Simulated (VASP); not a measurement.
Output of a VASP run:

File OSZICAR:
```
       N       E                     dE             d eps       ncg     rms          rms(c)
DAV:   1     0.390961473977E+03    0.39096E+03   -0.11111E+04  3608   0.157E+03
DAV:   2     0.148006756548E+02   -0.37616E+03   -0.37047E+03  4954   0.663E+02
DAV:   3    -0.835385706395E+01   -0.23155E+02   -0.22651E+02  5921   0.190E+02
DAV:   4    -0.883869405747E+01   -0.48484E+00   -0.47870E+00  5554   0.240E+01
DAV:   5    -0.884618493936E+01   -0.74909E-02   -0.74716E-02  5953   0.306E+00    0.805E+00
DAV:   6    -0.764917353400E+01    0.11970E+01   -0.27657E+00  4496   0.221E+01    0.242E+00
DAV:   7    -0.749287445480E+01    0.15630E+00   -0.70515E-01  4657   0.101E+01    0.840E-01
DAV:   8    -0.748388510392E+01    0.89894E-02   -0.28346E-02  4958   0.255E+00    0.243E-01
DAV:   9    -0.748261880062E+01    0.12663E-02   -0.77604E-03  4685   0.110E+00    0.247E-02
DAV:  10    -0.748266196908E+01   -0.43168E-04   -0.16527E-04  6001   0.194E-01    0.101E-02
DAV:  11    -0.748266022586E+01    0.17432E-05   -0.78525E-06  5686   0.408E-02    0.265E-03
DAV:  12    -0.748266198322E+01   -0.17574E-05   -0.70069E-07  4180   0.100E-02    0.136E-03
DAV:  13    -0.748266152958E+01    0.45365E-06   -0.67635E-08  2640   0.519E-03    0.119E-04
DAV:  14    -0.748266152013E+01    0.94506E-08   -0.17236E-08  2500   0.365E-03
   1 F= -.74826615E+01 E0= -.74826615E+01  d E =0.000000E+00
```

### OUTCAR
```
------------------------ aborting loop because EDIFF is reached ----------------------------------------
  FORCE on cell =-STRESS in cart. coord.  units (eV):
  Direction    XX          YY          ZZ          XY          YZ          ZX
  --------------------------------------------------------------------------------------
  Total       -0.0017382     -0.0017382     -0.0372877      0.0000000      0.0000000      0.0000000
  in kB       -0.0587238     -0.0587238     -1.2597097      0.0000000      0.0000000      0.0000000
  external PRESSURE =      -0.4590524 kB  Pullay stress =       0.0000000 kB
  volume of cell :       47.42
      direct lattice vectors                 reciprocal lattice vectors
     1.640353695 -2.841175858  0.000000000     0.304812311 -0.175983475  0.000000000
     1.640353695  2.841175858  0.000000000     0.304812311  0.175983475  0.000000000
     0.000000000  0.000000000  5.087914579     0.000000000  0.000000000  0.196544180
 POSITION                                       TOTAL-FORCE (eV/Angst)
 -----------------------------------------------------------------------------------
      1.64035      0.94706      1.27198         0.000000     -0.000000      0.000000
      1.64035     -0.94706      3.81594        -0.000000      0.000000      0.000000
 -----------------------------------------------------------------------------------
    total drift:                                0.000118      0.000683     -0.000015
  FREE ENERGIE OF THE ION-ELECTRON SYSTEM (eV)
  ---------------------------------------------------
  free  energy   TOTEN  =        -7.4826615201 eV

  energy  without entropy=       -7.4826615201  energy(sigma->0) =       -7.48266152

 total charge

# of ion       s       p       d       tot
------------------------------------------
    1        2.283   6.109   1.034   9.426
    2        2.283   6.109   1.034   9.426
--------------------------------------------------
tot          4.566  12.218   2.068  18.851
```
(Selected blocks of OUTCAR.)

### POSCAR
```
Sc
1
    1.6403536951    -2.8411758581    -0.0000000000
    1.6403536951     2.8411758581    -0.0000000000
    0.0000000000     0.0000000000     5.0879145788
Sc
2
Direct
  0.3333330000   0.6666670000   0.2500000000
  0.6666670000   0.3333330000   0.7500000000
```

Task: Write an INCAR and KPOINTS that could have produced this output.

Result: Several could match; the one computed here: the input of the run itself, vdW-DF-cx, plane waves, VASP's PBE PAW potentials (set 64).

### KPOINTS
```
Automatic mesh
0
Gamma
14 14 8
0 0 0
```

**INCAR**
```
SYSTEM = Sc
PREC = Accurate
ENCUT = 520
EDIFF = 1E-7
NELM = 100
ALGO = Normal
LREAL = .FALSE.
LASPH = .TRUE.
ISMEAR = -5
GGA = CX
LUSE_VDW = .TRUE.
AGGAC = 0.0
LMAXMIX = 4
LWAVE = .FALSE.
LCHARG = .TRUE.
LORBIT = 11
NEDOS = 601
ISIF = 2
```

POTCAR, in this order: Sc_sv (PBE.64 set). Program: vasp_std.

For a metal the tetrahedron method with Blöchl corrections gives inexact stress and forces.

The compound is Sc in the hcp structure. It was relaxed first, which changed the volume by -5 %.
